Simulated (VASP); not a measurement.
PtS2:

```xyz
3
Lattice="3.5487 0.0000 0.0000 -1.7744 3.0733 0.0000 0.0000 0.0000 5.5971" Properties=species:S:1:pos:R:3 pbc="T T T"
Pt    0.0000    0.0000    0.0000
S     1.7744    1.0244    4.3638
S     0.0000    2.0489    1.2332
```

The cell is a database's computed one.

```yaml
Program: VASP 6.6.1
Task: relaxation of cell and atoms
Functional: PBE
Dispersion: D3(BJ)
Potentials_or_basis: VASP PAW PBE potentials, release 64 (Pt, S)
Cutoff: 600 eV
k_mesh: 9 × 9 × 6
Occupations: gaussian, width 0.02 eV
Spin: no spin polarisation
```

At the start: pressure -1.1 GPa; volume 20.35 Å³/atom.

How do energy, volume and symmetry change on relaxing?

Over 24 steps the energy falls by 32.7 meV/atom and the volume is 17.30 Å³/atom (-15.0 %); space group P-3m1 (No. 164, to 0.05 Å).

Step by step:
```csv
step,energy change (eV),largest force (eV/Å),pressure (GPa),volume (Å³)
1,0.0000,0.0577,-1.14,61.04
2,-0.0042,0.3229,1.08,59.78
3,-0.0046,0.2653,0.59,60.04
4,-0.0096,0.2710,0.58,59.73
5,-0.0240,0.2907,0.59,58.79
6,-0.0494,0.3427,0.76,56.87
7,-0.0776,0.4927,1.96,52.94
8,-0.0889,0.2422,-0.15,53.01
9,-0.0901,0.1284,-1.10,53.05
10,-0.0938,0.0764,-0.95,52.73
11,-0.0977,0.0605,-0.53,51.93
12,-0.0977,0.0534,-0.56,51.97
13,-0.0980,0.0287,0.28,51.76
14,-0.0981,0.0029,0.02,51.82
15,-0.0981,0.0018,0.01,51.83
16,-0.0981,0.0008,-0.01,51.83
17,-0.0981,0.0009,0.00,51.83
18,-0.0981,0.0058,0.02,51.83
19,-0.0981,0.0071,0.03,51.83
20,-0.0981,0.0098,-0.02,51.86
21,-0.0981,0.0105,-0.03,51.86
22,-0.0981,0.0078,0.00,51.87
23,-0.0981,0.0004,0.04,51.88
24,-0.0981,0.0009,0.02,51.89
```

Final structure:
```
CELL_PARAMETERS angstrom
3.57842 0.00000 0.00000
-1.78921 3.09900 0.00000
0.00000 0.00000 4.67950
ATOMIC_POSITIONS crystal
Pt 0.00000 0.00000 0.00000
S 0.66667 0.33333 0.74236
S 0.33333 0.66667 0.25764
```
